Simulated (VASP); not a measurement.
A convergence study with VASP on C (graphite): a few settings are varied, all else stays as given below, so the limit is that of these other settings. The cell's lengths are 1 % over those of the tabulated start and one atom is moved, so it is off equilibrium.

```
CELL_PARAMETERS angstrom
      1.24230    -2.15173     0.00000
      1.24230     2.15173     0.00000
      0.00000     0.00000     6.77710
ATOMIC_POSITIONS crystal
  C  0.00000 0.00000 0.25000
  C  0.00000 0.00000 0.75000
  C  0.33333 0.66667 0.25000
  C  0.69106 0.35772 0.75000
```

These are LDA (Ceperley-Alder, Perdew-Zunger), VASP's LDA PAW potentials (set 64) (plane waves; VASP 6.6.1) values and carry that method's errors. The last row used: 900 eV cut-off, 12×12×4 Γ-centred mesh, first-order Methfessel-Paxton smearing of 0.10 eV, potentials C_h.

Energies of different potentials or hybrids have different zeros.

```
setting                  E (eV/atom)  pressure (GPa)  largest force (eV/Å)  plane waves
-----------------------  -----------  --------------  --------------------  -----------
ENCUT = 300, POTCAR C       -10.1307          -26.98                 3.141          452
ENCUT = 400, POTCAR C       -10.0811          -13.41                 3.033          672
ENCUT = 520, POTCAR C       -10.0722          -11.41                 3.020          996
ENCUT = 700, POTCAR C       -10.0801          -12.00                 3.027         1589
ENCUT = 900, POTCAR C       -10.0827          -11.69                 3.021         2256
ENCUT = 300, POTCAR C_s     -10.0574          -11.45                 3.115          452
ENCUT = 400, POTCAR C_s     -10.0618          -10.65                 3.106          672
ENCUT = 520, POTCAR C_s     -10.0656          -10.56                 3.107          996
ENCUT = 700, POTCAR C_s     -10.0664          -10.46                 3.106         1589
ENCUT = 900, POTCAR C_s     -10.0667          -10.44                 3.105         2256
ENCUT = 300, POTCAR C_h      -9.5274          -84.08                 4.443          452
ENCUT = 400, POTCAR C_h      -9.6894          -60.11                 3.142          672
ENCUT = 520, POTCAR C_h      -9.9349          -33.98                 2.854          996
ENCUT = 700, POTCAR C_h     -10.0715          -15.54                 3.067         1589
ENCUT = 900, POTCAR C_h     -10.0820          -11.97                 3.026         2256
```

Left out are rungs that failed or repeat a setting and relaxations that didn't move; long series are thinned to 24 rows.

The compound is C in the graphite structure. The cell was not relaxed at this level, it is distorted from the ideal structure.
